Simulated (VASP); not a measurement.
Input:

```xyz
2
Lattice="0.0000 2.8363 2.8363 2.8363 0.0000 2.8363 2.8363 2.8363 0.0000" Properties=species:S:1:pos:R:3 pbc="T T T"
Ca     0.0000     0.0000     0.0000
S      2.8363     2.8363     2.8363
```

Method: RPBE GGA, VASP's PBE PAW potentials (set 64) (plane waves; VASP 6.6.1). Numerical set-up: 520 eV cut-off, 8×8×8 Γ-centred mesh, Gaussian smearing of 0.050 eV, potentials Ca_sv S.

Question: Predict the energy per atom (σ→0), pressure, band gap (on the k-mesh) with the smallest direct gap where there is one.

Answer: 
```yaml
band gap (on the k-mesh): 2.45 eV
smallest direct gap (on the k-mesh): 3.26 eV
energy per atom (σ→0): -4.880 eV/atom
pressure: 3.64 GPa
```

Total energies compare only between runs with the same potentials, cut-off and functional.

The compound is CaS in the rock salt structure. This cell is one point of a volume scan, at 0.94 of the reference volume.
